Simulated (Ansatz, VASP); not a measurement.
# HfZrSe4 in VASP and in Ansatz

```
Zr Hf Se
1.0
     0.00000    4.14816    4.14816
     4.14816    0.00000    4.14816
     4.14816    4.14816    0.00000
Zr Hf Se
1 1 4
Direct
  0.75000 0.75000 0.75000
  0.25000 0.25000 0.25000
  0.10214 0.10214 0.10214
  0.10214 0.10214 0.69359
  0.10214 0.69359 0.10214
  0.69359 0.10214 0.10214
```

Alike in both runs: task relaxation of cell and atoms; functional PBE; k mesh 4 × 4 × 4; occupations gaussian, width 0.1 eV; no spin polarisation.

|  | VASP | Ansatz |
| --- | --- | --- |
| version | VASP 6.6.1 | Ansatz 0.2.0 |
| potentials or method | VASP PAW PBE potentials, release 64 (Zr_sv, Hf_pv, Se) | scalar-relativistic, plane waves, PAW |
| plane-wave cutoff (eV) | 600 | 420 |
| valence electrons in the cell | 46 | 102 |

```csv
,VASP,Ansatz,Ansatz less VASP
"gap on the k mesh at the Fermi level, each at its own relaxed structure (eV)",none,none,-
relaxed volume (Å³/atom),39.70,39.36,-0.340
relaxed cell length with the largest relative difference (Å),6.958,6.938,-0.0199
energy change over the relaxation (meV/atom),-1441,-1423,+18.4
```

A gap of «none» marks a metal or a gap that the smearing closes. The two sets of potentials don't hold the same shells in valence.

Caveats: the volume moved by over 15 % at a fixed basis, so the end points are rough (VASP). The runs have no spin-orbit coupling, so splittings on Hf are missing.
